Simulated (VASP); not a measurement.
Consider the following.

```yaml
crystal:
  lattice:
    - [1.56119, -2.70406, 0.00000]
    - [1.56119, 2.70406, 0.00000]
    - [0.00000, 0.00000, 12.02003]
  atoms:
    - { symbol: Mo, position: [0.33333, 0.66667, 0.25000] }
    - { symbol: Mo, position: [0.66667, 0.33333, 0.75000] }
    - { symbol: S, position: [0.33333, 0.66667, 0.87926] }
    - { symbol: S, position: [0.66667, 0.33333, 0.37926] }
    - { symbol: S, position: [0.66667, 0.33333, 0.12074] }
    - { symbol: S, position: [0.33333, 0.66667, 0.62074] }
```

All values below come from LDA (Ceperley-Alder, Perdew-Zunger), VASP's LDA PAW potentials (set 64) (plane waves; VASP). Settings: 400 eV cut-off, 9×9×2 Γ-centred mesh, tetrahedra with Blöchl corrections, potentials Mo_sv S.

The cores are frozen, which limits the accuracy of field gradients.

Task: Give the principal components of the electric field gradient (V/Å²) and the asymmetry η at each nucleus.

Result: 
```json
[
 {"atom": "Mo1", "Vxx": "41.6", "Vyy": "41.6", "Vzz": "-83.1", "η": "0.00"},
 {"atom": "Mo2", "Vxx": "41.6", "Vyy": "41.6", "Vzz": "-83.1", "η": "0.00"},
 {"atom": "S3", "Vxx": "26.7", "Vyy": "26.7", "Vzz": "-53.4", "η": "0.00"},
 {"atom": "S4", "Vxx": "26.7", "Vyy": "26.7", "Vzz": "-53.4", "η": "0.00"},
 {"atom": "S5", "Vxx": "26.7", "Vyy": "26.7", "Vzz": "-53.4", "η": "0.00"},
 {"atom": "S6", "Vxx": "26.7", "Vyy": "26.7", "Vzz": "-53.4", "η": "0.00"}
]
```

The compound is MoS2 in the 2H layered structure. It was relaxed first.
